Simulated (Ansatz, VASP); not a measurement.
# In2PN (CuAu-ordered zincblende type (invented)) in two plane-wave programs

One calculation is typed for both programs; each brings its own data sets. How far apart do they land? The cell is generated by rule, not measured, and may not be a known phase. The cell is taken from a series of runs on this material, whose earlier steps may have relaxed, scaled, displaced or heated it; both programs get it as it stands.

Calculated with Ansatz 0.2.0; plane waves, with VASP 6.6.1 beside it; relaxation of cell and atoms at PBEsol.

## Step 1: The structure

It takes space group P-4m2 (No. 115, tetragonal). Conventional cell: a = 3.841 Å, b = 3.841 Å, c = 5.420 Å, α = 90.00°, β = 90.00°, γ = 90.00°. Nearest to N lie 4 In at 2.23 Å. Nearest to P lie 4 In at 2.49 Å. Nearest to In lie 2 N at 2.23 Å and 2 P at 2.49 Å. Farther neighbours and most contacts between anions are not listed.

Coordinates:

```
N P In
1.0
     3.84145    0.00000    0.00000
     0.00000    3.84145    0.00000
     0.00000    0.00000    5.41986
N P In
1 1 2
Direct
  0.00000 0.00000 0.00000
  0.50000 0.50000 0.50000
  0.00000 0.50000 0.20852
  0.50000 0.00000 0.79148
```

## Step 2: VASP: relaxation of cell and atoms, PBEsol

The relaxed volume is the usual yardstick between codes: in a stiff, nearly cubic crystal its relative difference is about their pressure difference at one cell divided by the bulk modulus.

Lines of VASP's logs that name or quote its potential files are left out, and so is its time.

File INCAR:

```
SYSTEM = In2PN
PREC = Accurate
ENCUT = 600
EDIFF = 1E-07
NELM = 120
ISMEAR = 0
SIGMA = 0.1
LREAL = .FALSE.
ALGO = Normal
GGA = PS
NBANDS = 24
LORBIT = 11
LWAVE = .FALSE.
LCHARG = .FALSE.
ISIF = 3
IBRION = 2
NSW = 80
EDIFFG = -0.005
LASPH = .TRUE.
GGA_COMPAT = .FALSE.
NELMIN = 4
```

File POSCAR:

```
In2PN
1.0
    3.8414520000      0.0000000000      0.0000000000
    0.0000000000      3.8414520000      0.0000000000
    0.0000000000      0.0000000000      5.4198590000
N P In
1 1 2
Direct
    0.0000000000      0.0000000000      0.0000000000
    0.5000000000      0.5000000000      0.4999999077
    0.0000000000      0.5000000000      0.2085225833
    0.5000000000      0.0000000000      0.7914774167
```

File KPOINTS:

```
Automatic mesh
0
Gamma
12 12 8
0 0 0
```

The projector-augmented-wave data sets are N, P and In_d (PBE family, release 64).

Command:

```sh
$ mpirun -np 1 vasp_std
```

Numbers of over 12 decimals in the logs are rounded to 6 here.

The program printed:

```text
[banner, memory and clock lines left out]
running    1 mpi-ranks, on    1 nodes
 distrk:  each k-point on    1 cores,    1 groups
 distr:  one band on    1 cores,    1 groups

 POSCAR found type information on POSCAR N P In
 POSCAR found :  3 types and       4 ions
|                                                                             |
|               ----> ADVICE to this user running VASP <----                  |
|                                                                             |
|     You enforced a specific xc type in the INCAR file but a different       |
|     [... a line on the potential file left out ...]
|     I HOPE YOU KNOW WHAT YOU ARE DOING!                                     |
|                                                                             |

 LDA part: xc-table for (Slater+PW92), standard interpolation
 POSCAR, INCAR and KPOINTS ok, starting setup
 FFT: planning ... GRIDC
 FFT: planning ... GRID_SOFT
 FFT: planning ... GRID
 WAVECAR not read
 entering main loop
       N       E                     dE             d eps       ncg     rms          rms(c)
DAV:   1     0.315364533519E+03    0.31536E+03   -0.18822E+04  6720   0.208E+03
DAV:   2     0.142123030201E+02   -0.30115E+03   -0.29295E+03  6944   0.451E+02
DAV:   3    -0.213717016586E+02   -0.35584E+02   -0.34981E+02  9216   0.156E+02
DAV:   4    -0.226546393709E+02   -0.12829E+01   -0.12803E+01  7648   0.310E+01
DAV:   5    -0.227073700079E+02   -0.52731E-01   -0.52722E-01 10320   0.582E+00    0.111E+01
DAV:   6    -0.203487355998E+02    0.23586E+01   -0.10582E+01 11152   0.396E+01    0.771E+00
DAV:   7    -0.201592149763E+02    0.18952E+00   -0.23088E+00  8496   0.103E+01    0.322E+00
DAV:   8    -0.201520989203E+02    0.71161E-02   -0.54116E-01  8448   0.386E+00    0.149E+00
DAV:   9    -0.201382480407E+02    0.13851E-01   -0.61217E-02 10624   0.225E+00    0.803E-01
DAV:  10    -0.201377683894E+02    0.47965E-03   -0.12470E-02  9128   0.865E-01    0.240E-01
DAV:  11    -0.201378288117E+02   -0.60422E-04   -0.18174E-03 10520   0.325E-01    0.143E-01
DAV:  12    -0.201378681848E+02   -0.39373E-04   -0.14614E-04 10288   0.753E-02    0.428E-02
DAV:  13    -0.201378718029E+02   -0.36181E-05   -0.38002E-05  9224   0.793E-02    0.125E-02
DAV:  14    -0.201378715321E+02    0.27078E-06   -0.29114E-06 10816   0.173E-02    0.500E-03
DAV:  15    -0.201378715859E+02   -0.53776E-07   -0.48623E-07  6944   0.536E-03
   1 F= -.20137872E+02 E0= -.20137388E+02  d E =-.201379E+02
[...]
2 F= -.20137904E+02 E0= -.20137426E+02  d E =-.321231E-04
[...]
3 F= -.20137910E+02 E0= -.20137431E+02  d E =-.382008E-04
[...]
4 F= -.20137910E+02 E0= -.20137430E+02  d E =-.381030E-04
 curvature:  -0.35 expect dE=-0.360E-05 dE for cont linesearch -0.396E-07
 ZBRENT: accuracy reached
 trial: gam= 0.06512 g(F)=  0.971E-06 g(S)=  0.926E-05 ort = 0.343E-05 (trialstep = 0.941E+00)
 search vector abs. value=  0.111E-04
 bond charge predicted
       N       E                     dE             d eps       ncg     rms          rms(c)
DAV:   1    -0.201379314191E+02   -0.21790E-04   -0.10835E-03  9064   0.263E-01    0.273E-02
DAV:   2    -0.201379222133E+02    0.92059E-05   -0.36537E-05  9320   0.955E-02    0.149E-02
DAV:   3    -0.201379177326E+02    0.44807E-05   -0.50015E-06 10296   0.414E-02    0.533E-03
DAV:   4    -0.201379175125E+02    0.22013E-06   -0.17324E-06 10456   0.140E-02    0.310E-03
DAV:   5    -0.201379175898E+02   -0.77333E-07   -0.14478E-07  4864   0.537E-03
   5 F= -.20137918E+02 E0= -.20137443E+02  d E =-.790095E-05
 trial-energy change:   -0.000008  1 .order   -0.000008   -0.000010   -0.000006
 step:   2.4339(harm=  2.4339)  dis= 0.00041  next Energy=   -20.137922 (dE=-0.127E-04)
 reached required accuracy - stopping structural energy minimisation
```

Parts of OUTCAR (step 2):

```text
ion  position               nearest neighbor table
   1  0.000  0.000  0.000-   3 2.23   4 2.23   3 2.23   4 2.23
   2  0.500  0.500  0.500-   3 2.49   3 2.49   4 2.49   4 2.49
   3  0.000  0.500  0.209-   1 2.23   1 2.23   2 2.49   2 2.49   4 3.53   4 3.53   4 3.53   4 3.53

  LATTYP: Found a simple tetragonal cell.
 ALAT       =     3.8414520000
 C/A-ratio  =     1.4108881225

 Subroutine GETGRP returns: Found  8 space group operations
 (whereof  8 operations were pure point group operations)

The static configuration has the point symmetry D_2d.

 Found    140 irreducible k-points:

   k-points           NKPTS =    140   k-points in BZ     NKDIM =    140   number of bands    NBANDS=     24

   dimension x,y,z NGX =    32 NGY =   32 NGZ =   48
   dimension x,y,z NGXF=    64 NGYF=   64 NGZF=   96

   ENCUT  =  600.0 eV  44.10 Ry    6.64 a.u.   7.67  7.67 10.82*2*pi/ulx,y,z

   NELECT =      36.0000    total number of electrons

 k-points in reciprocal lattice and weights: Automatic mesh
   0.00000000  0.00000000  0.00000000       0.001
   0.08333333  0.00000000  0.00000000       0.003
   0.16666667  0.00000000  0.00000000       0.003
   0.25000000  0.00000000  0.00000000       0.003
   0.33333333  0.00000000  0.00000000       0.003
   0.41666667  0.00000000  0.00000000       0.003
   0.50000000  0.00000000  0.00000000       0.002
   0.08333333  0.08333333  0.00000000       0.003
   0.16666667  0.08333333  0.00000000       0.007
[...]
0.50000000  0.41666667  0.50000000       0.003
   0.50000000  0.50000000  0.50000000       0.001

 average (electrostatic) potential at core
       1 -62.3104       2 -81.6341       3 -94.4939       4 -94.4939

 E-fermi :   5.9980

 k-point     1 :       0.0000    0.0000    0.0000
  band No.  band energies     occupation
    ...
     15       3.1663      2.00000
     16       4.9617      2.00000
     17       5.6481      2.00000
     18       5.9771      1.23228
     19       5.9771      1.23225
     20       8.7254      0.00000
     21       9.2387      0.00000
     22      11.7411      0.00000
     23      11.7411      0.00000
     24      11.8779      0.00000

 k-point     2 :       0.0833    0.0000    0.0000
  band No.  band energies     occupation
    ...
     15       3.2084      2.00000
     16       4.8176      2.00000
     17       5.5471      2.00000
     18       5.9663      1.34591
     19       5.9775      1.22782
     20       8.9576      0.00000
     21       9.5135      0.00000
     22      11.5122      0.00000
     23      11.7876      0.00000
     24      11.9473      0.00000

 k-point     3 :       0.1667    0.0000    0.0000
  band No.  band energies     occupation
    ...
     14       2.4282      2.00000
     15       3.3285      2.00000
     16       4.1628      2.00000
     17       5.2468      2.00000
     18       5.9318      1.65123
     19       6.3439      0.00000
     20       9.2206      0.00000
     21      10.1822      0.00000
     22      11.2520      0.00000
     23      11.9185      0.00000
    ...

  Total        0.0037512      0.0037512     -0.0191184      0.0000000      0.0000000      0.0000000
  in kB        0.0750571      0.0750571     -0.3825410      0.0000000      0.0000000      0.0000000
  external PRESSURE =      -0.0774756 kB  Pullay stress =       0.0000000 kB

  energy-cutoff  :      600.00
  volume of cell :       80.07
      direct lattice vectors                 reciprocal lattice vectors
     3.843930178  0.000000000 -0.000000000     0.260150407  0.000000000  0.000000000
     0.000000000  3.843930178  0.000000000     0.000000000  0.260150407  0.000000000
    -0.000000000  0.000000000  5.419186815     0.000000000  0.000000000  0.184529531

 POSITION                                       TOTAL-FORCE (eV/Angst)
 -----------------------------------------------------------------------------------
      3.84393      3.84393      5.41919        -0.000000      0.000000      0.000000
      1.92197      1.92197      2.70959        -0.000000      0.000000      0.000000
     -0.00000      1.92197      1.13036         0.000000     -0.000000     -0.000880
      1.92197      3.84393      4.28882        -0.000000     -0.000000      0.000880
 -----------------------------------------------------------------------------------
    total drift:                                0.000000      0.000000      0.000050

  FREE ENERGIE OF THE ION-ELECTRON SYSTEM (eV)
  ---------------------------------------------------
  free  energy   TOTEN  =       -20.1379175898 eV

  energy  without entropy=      -20.1369682010  energy(sigma->0) =      -20.13744290

 reached required accuracy - stopping structural energy minimisation

 total charge
# of ion       s       p       d       tot
------------------------------------------
    1        1.246   2.305   0.000   3.550
    2        1.029   1.525   0.000   2.554
    3        0.799   0.753   9.941  11.492
    4        0.799   0.753   9.941  11.492
--------------------------------------------------
tot          3.873   5.335  19.881  29.089

[... 3 further parts left out ...]
```

CONTCAR:

```
In2PN
   1.00000000000000
     3.8439301782380313    0.0000000000000000   -0.0000000000000000
     0.0000000000000000    3.8439301782380313    0.0000000000000000
    -0.0000000000000000    0.0000000000000000    5.4191868149311544
  N               P               In
     1     1     2
Direct
     1.0000000000000000    1.0000000000000000    1.0000000000000000
     0.5000000000000000    0.5000000000000000    0.4999999077000012
     0.0000000000000000    0.5000000000000000    0.2085853064779850
     0.5000000000000000    1.0000000000000000    0.7914146935220150
```

The run keeps the 8 symmetry operations of its start, so it cannot find a distortion of lower symmetry.

## Step 3: Ansatz: relaxation of cell and atoms, PBEsol

Ansatz runs on its default PAW (the set named soft_2) files.

The same cell, functional, mesh and smearing now go to Ansatz, which takes its cutoff from its data sets.

File input.yaml:

```yaml
crystal:
  lattice:
    - [3.8414522156, 0.0, 0.0]
    - [0.0, 3.8414522156, 0.0]
    - [0.0, 0.0, 5.4198585157]
  atoms:
    - { symbol: "N", position: [0.0, 0.0, 0.0] }
    - { symbol: P, position: [0.5, 0.5, 0.5] }
    - { symbol: In, position: [0.0, 0.5, 0.2085225901] }
    - { symbol: In, position: [0.5, 0.0, 0.7914774099] }
kpoints:
  mp_grid: { grid: [12, 12, 8] }
hamiltonian:
  xc: pbesol
scf:
  occupations: { method: gaussian, width: 0.1 }
output:
  forces: true
  stress: true
  eigenvalues: true
  write_density: true
  write_potential: true
  elf: true
  volumetric_format: npy
relax:
  adjacent_minimum: "off"
  f_tol: 0.005
  max_steps: 80
  cell: { stress_tol: 0.05 }
```

Command:

```sh
$ ansatz run input.yaml --threads 2 --pin off --max-ram 5120MiB --backend cpu --events-out ev --progress --plain --runs-dir out
```

The program printed:

```text
Engine: ansatz 0.2.0, aarch64-unknown-linux-gnu
Pseudopotentials: kind: paw
Pseudopotential: N, paw, valence charge 5, recommended cutoff 420 eV (normal), N.paw.azcp
Pseudopotential: P, paw, valence charge 5, recommended cutoff 420 eV (normal), P.paw.azcp
Pseudopotential: In, paw, valence charge 13, recommended cutoff 420 eV (normal), In.paw.azcp
Functional definition: PBEsol
  exchange = pbesol_x
  correlation = pbesol_c
Crystal: 4 atoms, lattice volume = 79.980 Å³
Basis set: ecut = 420 eV, 1539 PW (Γ), exchange–correlation on 54×54×80 points (8 copies of the dense FFT grid, shifted against one another)
Bands: 22, of which v1, the nominal top of the filled ones, is band 18 counted from 1 (17 counted from 0)
Symmetry: 8 space group operations
Space group: P-4m2 (ITA 115), of the structure as read, at distance tolerance 4.3e-5 Å
k-points: 140 of 1152 (time reversal used)
Non-local potential: N, projectors of the file, l = 0: 2, l = 1: 2, l = 2: 1
Non-local potential: P, projectors of the file, l = 0: 2, l = 1: 2, l = 2: 2
Non-local potential: In, projectors of the file, l = 0: 2, l = 1: 2, l = 2: 2, l = 3: 2
PAW form: soft (Blöchl's): semilocal exchange-correlation on the pseudo side does not see the compensation charge
PAW frozen core: N, regenerated for the run's functional, and the local potential with it (the file was generated under x = pbe(κ = 0.804, μ = 0.219515), c = pbe(β = 0.066725))
PAW frozen core: P, regenerated for the run's functional, and the local potential with it (the file was generated under x = pbe(κ = 0.804, μ = 0.219515), c = pbe(β = 0.066725))
PAW frozen core: In, regenerated for the run's functional, and the local potential with it (the file was generated under x = pbe(κ = 0.804, μ = 0.219515), c = pbe(β = 0.066725))
PAW one-centre angular grid: N, 110 points (default); XC on 64 Gauss nodes
PAW one-centre angular grid: P, 110 points (default); XC on 64 Gauss nodes
PAW one-centre angular grid: In, 590 points (default); XC on 64 Gauss nodes
Initial density: superposition of atomic densities (neutral atoms: chi_scale 0, normalization atom), corrected by the library's trained network
Initial wavefunctions: pseudopotential atomic-orbital guess
Functional: x = pbesol(κ = 0.804, μ = 0.123457), c = pbesol(β = 0.046)
SCF iter   1: F=—  HF=-12169.167852 eV  |F-HF|=—  |Δ(HF+E_count)|=         —  Δρ=1.11e-2  dr2=1.20e-1  ethr=1.77e-3  ⟨swp⟩=6.6  Hψ=15593  notcnv=0
preconditioner: auto → Resta (q_TF=auto, 2.388 Å⁻¹)  ε∞=4.3  [insulator: Δε(μ)=0.129 eV  Ē_g=13.679 eV  σ=0.100 eV  W_gap=0.53  n_scr=20 (ndim 8)  ℏωp=24.9 eV  f_vac=0.010  D(μ)=0.17/eV (n_scr^D=0)  ε∞_Penn≈4.3]
SCF iter   2: F=—  HF=-12169.144583 eV  |F-HF|=—  |Δ(HF+E_count)|=   2.33e-2  Δρ=3.98e-3  dr2=1.78e-2  ethr=3.34e-4  ⟨swp⟩=2.0  Hψ=4887  notcnv=0
SCF iter   3: F=—  HF=-12169.140887 eV  |F-HF|=—  |Δ(HF+E_count)|=   3.70e-3  Δρ=6.81e-4  dr2=3.66e-4  ethr=4.93e-5  ⟨swp⟩=2.2  Hψ=4029  notcnv=0
SCF iter   4: F=—  HF=-12169.140893 eV  |F-HF|=—  |Δ(HF+E_count)|=   5.47e-6  Δρ=1.48e-4  dr2=2.86e-5  ethr=1.02e-6  ⟨swp⟩=2.2  Hψ=4209  notcnv=0
SCF iter   5: F=—  HF=-12169.140924 eV  |F-HF|=—  |Δ(HF+E_count)|=   3.12e-5  Δρ=4.62e-5  dr2=2.51e-6  ethr=7.94e-8  ⟨swp⟩=2.8  Hψ=5522  notcnv=0
SCF iter   6: F=—  HF=-12169.140925 eV  |F-HF|=—  |Δ(HF+E_count)|=   1.59e-6  Δρ=1.23e-5  dr2=1.66e-7  ethr=6.98e-9  ⟨swp⟩=2.5  Hψ=5073  notcnv=0
SCF iter   7: F=-12169.140925 eV  HF=-12169.140925 eV  |F-HF|=1.01e-9  |Δ(HF+E_count)|=   5.65e-9  Δρ=1.92e-6  dr2=3.39e-9  ethr=2.78e-10  ⟨swp⟩=11.7  Hψ=23691  notcnv=0
SCF 1 converged in 7 iterations: F = -12169.140925 eV  dr2 = 3.39e-9
  greatest PAW one-centre occupation: 0.983 electrons in one spin orbital (limit 2), on the In atom at site 3 (counted from 0), in its partial waves of l = 2
relax step   1: F+E_penalty+E_count = -12169.14092534 eV  Δ(F+E_penalty+E_count) = +0.000e0 eV  max|allowed force component| = 1.830e-2 eV/Å  Δτ_max = 0.0000 Å  P = +0.054 GPa  Ω = 79.980 Å³  (7 SCF iters, dr2 threshold 1.00e-7 eV, accepted)
[...]
relax step   2: F+E_penalty+E_count = -12169.14092694 eV  Δ(F+E_penalty+E_count) = -1.600e-6 eV  max|allowed force component| = 7.494e-3 eV/Å  Δτ_max = 0.0020 Å  P = -0.011 GPa  Ω = 80.026 Å³  energy of the carried Pulay correction = -4.899e-5 eV  (5 SCF iters, dr2 threshold 2.09e-8 eV, accepted)
[...]
relax step   3: F+E_penalty+E_count = -12169.14093828 eV  Δ(F+E_penalty+E_count) = -1.134e-5 eV  max|allowed force component| = 5.259e-4 eV/Å  Δτ_max = 0.0004 Å  P = -0.001 GPa  Ω = 80.019 Å³  energy of the carried Pulay correction = -4.212e-5 eV  (5 SCF iters, dr2 threshold 3.51e-9 eV, accepted)
[...]
relax step   4: F+E_penalty+E_count = -12169.14098104 eV  Δ(F+E_penalty+E_count) = -4.276e-5 eV  max|allowed force component| = 5.403e-4 eV/Å  Δτ_max = 0.0000 Å  P = -0.001 GPa  Ω = 80.019 Å³  stress off target by 1.29e-3 GPa  SCF on the basis re-selected at this cell (its energy is not comparable with the rows above)  (6 SCF iters)
basis re-selected at this cell: Δ(F+E_penalty+E_count) = -4.276e-5 eV, ΔP = +0.000 GPa vs the last step (what re-selecting the basis moved, of the pressure what is left beyond the Pulay correction that the steps carried, after the strain that the cell walked since its last selection, with what the two solves' SCF thresholds leave and, on support functions, any second-order correction that the steps lacked; it is no m [...]
SCF converged after 6 iterations
Free energy (F): -12169.140981 eV
Harris-Foulkes:  -12169.140981 eV  (|F-HF|=1.82e-12)
Internal energy: -12169.140041 eV  (E = F + TS)
E sigma→0 (E₀):  -12169.140511 eV
Entropy (-TS):   -0.000940 eV (-0.235 meV/atom)
Fermi energy:    8.297839 eV
--- Per-component energies (eV) ---
  E_band       = -65.435065
  E_kinetic    = 685.239087
  E_local      = -2753.380082  (includes V_loc(G=0)·N_el)
  E_nonlocal   = 819.137491
  E_hartree    = 1077.606138
  E_xc         = -545.832598
  E_vxc        = -334.538934  (∫ρ·V_xc dr)
  E_paw        = -8847.698409  (= ΣΔE_a)
  E_vpaw       = -637.105036  (= ΣTr[D̂ρ^β])
  E_aug_tail   = 0.000139  (compensation charges beyond the density's cutoff)
  E_ewald      = -2604.757807
  E_core_change = 0.546000  (= ΣΔE_core)
  E_smearing   = -0.000940  (= −TS)
  E_closure    = -0.000000  (closes the sum)
  Σ components = -12169.140981   (vs F -12169.140981, Δ=0.00e0)
--- Forces (eV/Å), atoms counted from 1 ---
  atom   1  N      0.00000000     0.00000000    -0.00000000
  atom   2  P      0.00000000     0.00000000     0.00000000
  atom   3  In     0.00000000    -0.00000000     0.00054033
  atom   4  In    -0.00000000    -0.00000000    -0.00054033
  max |Σ_I F_I| component: 1.63e-16 eV/Å
--- Stress (GPa, compression-positive) ---
       -0.001294       0.000000      -0.000000
        0.000000      -0.001294       0.000000
       -0.000000       0.000000      -0.000476
  P = ⅓ Tr σ = -0.0010 GPa (-0.010 kbar)
--- Band table (eV; the first three rows and the last of 140) ---
  k-point 0: bands = [... 14 lower, 5.4592, 7.2656, 7.9491, 8.2765, 8.2765, 11.0245, 11.5334, 14.0372]
  k-point 1: bands = [... 14 lower, 5.5073, 6.8719, 8.1856, 8.1856, 8.3834, 11.1162, 11.5878, 13.8756]
  k-point 2: bands = [... 14 lower, 5.6362, 6.3150, 7.9576, 7.9576, 9.0670, 11.3611, 11.7224, 13.2076]
  k-point 139: bands = [... 14 lower, 4.7247, 5.0840, 5.0840, 5.2319, 11.9910, 12.2680, 12.2680, 13.2643]
--- Relaxed structure (3 steps of the walk, 3 accepted, 1 SCFs on fresh bases) ---
  F+E_penalty+E_count = -12169.14098104 eV   max|allowed force component| = 5.403e-4 eV/Å   (the final SCF, on the basis selected at the relaxed cell)
  cell:  # Å, volume = 80.0191 Å³
    - [3.844332, 0.0, 0]
    - [0.0, 3.844332, 0.0]
    - [0, 0.0, 5.414416]
  atoms:
    - { symbol: N, position: [0, 0.0, 0.0] }
    - { symbol: P, position: [0.500000, 0.500000, 0.5] }
    - { symbol: In, position: [0, 0.500000, 0.208233] }
    - { symbol: In, position: [0.500000, 0.0, 0.791767] }
```

## Step 4: Differences

Known differences besides the potentials themselves: the cutoff is 420 eV in Ansatz and 600 eV in VASP; Ansatz makes its cores anew for this functional, VASP keeps those of its PBE data sets; Ansatz adds a Pulay correction to the stress that steers its cell, VASP none. Total energies have different zeros and are not compared.

The two programs side by side:

| quantity | Ansatz | VASP | difference |
| --- | --- | --- | --- |
| volume (Å³) | 80.02 | 80.07 | -0.07 % |
| edge a after relaxation, in the typed setting (Å) | 3.844 | 3.844 | +0.01 % |
| edge c after relaxation, in the typed setting (Å) | 5.414 | 5.419 | -0.09 % |

## Step 5: Summary of results

```yaml
difference_in_edge_c_after_relaxation_in_the_typed_setting_relaxation_of_cell_and_atoms_pbesol: -0.089 %
```

In words: The difference in edge c after relaxation, in the typed setting is -0.089 % (relaxation of cell and atoms, PBEsol), within the 1.2 % picked in this series as the mark of a large difference, as far as the stopping tolerances let one tell. 1 further run of this series is not shown here. How closely two codes agree says nothing of how well the functional describes the real material.

[Lines on the potential files, build, host, timing and source positions are cut from VASP's logs without a mark.]

[Logs are printed without paths, hosts, clocks, repeated set-up lines and the standing remarks that a program may print on its own settings, such as how far it seeks lower states.]

[Hosts, paths, dates, database ids (printed as entryN), source tags and the programs' standing remarks are cut or masked in the printed files.]
